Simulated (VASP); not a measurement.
Relaxed, unreconstructed slabs of BaS (rock salt). Calculation: r2SCAN meta-GGA, VASP's PBE PAW potentials (set 64) (plane waves; VASP 6.6.1).

Slab and bulk use different k-meshes, so the surface energy is good to a few per cent at best.

Question: Order the faces (100) [8 atoms], (110) [8 atoms] by surface energy, lowest first.

Answer: (100) [8 atoms] (0.37 J/m²), (110) [8 atoms] (0.72 J/m²)

Runs of the series that failed, ran out of time, didn't relax or are held back are left out, and each face is given by its thickest slab.

The cell is a thin slab with vacuum, built from BaS (rock salt).
